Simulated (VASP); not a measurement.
AgI (zinc blende): the cohesive energy from VASP (plane waves, PAW) at several levels of theory. Atoms are spin-polarised in a large box without symmetry, with the spin fixed by Hund's rule, and may not be in the lowest state of each functional; no zero-point energy is added. Spin-orbit coupling is left out, which shifts such energies by up to tenths of an eV for the heavy elements here.

| level | cohesive energy (eV/atom) |
|---|---|
| RPBE | 1.86 |
| PBE-D3(BJ) | 2.52 |

The cell of the RPBE run:

```
AgI
1.0
    0.00000     3.39462     3.39462
    3.39462     0.00000     3.39462
    3.39462     3.39462     0.00000
Ag I
1 1
Cartesian
  0.00000   0.00000   0.00000
  1.69731   1.69731   1.69731
```

Only levels that ran to the end are used. Left out are those held back, those with too coarse a band path, GW runs whose mesh misses a band edge, hybrids' fits of cells that aren't cubic and levels without matching references; a question may draw on a part of the rest.
